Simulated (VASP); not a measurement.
Data:

```
CELL_PARAMETERS angstrom
      3.63315     0.00000     0.00000
     -1.81657     3.14640     0.00000
      0.00000     0.00000     4.17531
ATOMIC_POSITIONS crystal
  Y  0.00000 0.00000 0.00000
  Ge 0.66667 0.33333 0.50000
```

These are PBEsol GGA, VASP's PBE PAW potentials (set 64) (plane waves; VASP 6.6.1) values and carry that method's errors. Run with 400 eV cut-off, Gaussian smearing of 0.050 eV, potentials Y_sv Ge_d.

Question: Predict the band gap (along the path) with the smallest direct gap where there is one.

Answer: 
The band gap (along the path) is none (metal, semimetal or under 0.01 eV).

The structure was generated: YGe was put into the WC type (P-6m2), which need not be its known phase. It was relaxed first, which changed the volume by -7 %. The electron count is odd and the run is not spin-polarised, which forces a metal.
